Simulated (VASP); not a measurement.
**LiAl2: equation of state with PBE**

LiAl2:

```
Li Al
1.0
     3.44971    0.00000    0.00000
     0.00000    3.44971    0.00000
     0.00000    0.00000    4.92947
Li Al
1 2
Direct
  0.00000 0.00000 0.00000
  0.50000 0.50000 0.00000
  0.00000 0.00000 0.50000
```

The cell was built by a generator and needn't be a form met in nature.

```yaml
Program: VASP 6.6.1
Task: equation of state
Functional: PBE
Potentials_or_basis: VASP PAW PBE potentials, release 64 (Li_sv, Al)
Cutoff: 520 eV
k_mesh: 8 × 8 × 6
Occupations: fermi-dirac, width 0.05 eV
Spin: no spin polarisation
Further_INCAR_settings: ALGO = Normal; EDIFF = 1e-07; NBANDS = 12
```

```json
{"Equilibrium volume": "19.54 Å³/atom", "Bulk modulus at fixed shape and positions": "30 GPa", "Pressure derivative of the bulk modulus": "4.0"}
```

Energy against volume, from the lowest point:
```tsv
volume (Å³/atom)	energy (meV/atom)
18.381	7.03
18.772	2.97
19.163	0.69
19.554	0.00
19.945	0.76
20.337	2.83
20.728	6.08
```

All runs of the series together: 2.4 min on 1 thread of Intel(R) Xeon(R) Platinum 8559C (Emerald Rapids), with other jobs on the host.

Caveat: the cutoff is under 1.25 times the usual one of these potentials, so pressure, stress and relaxed cells hold a basis-set (Pulay) error; the cell was scaled at fixed shape and fractional positions, which overstates the stiffness of a crystal with free parameters, most of all of layers and chains.
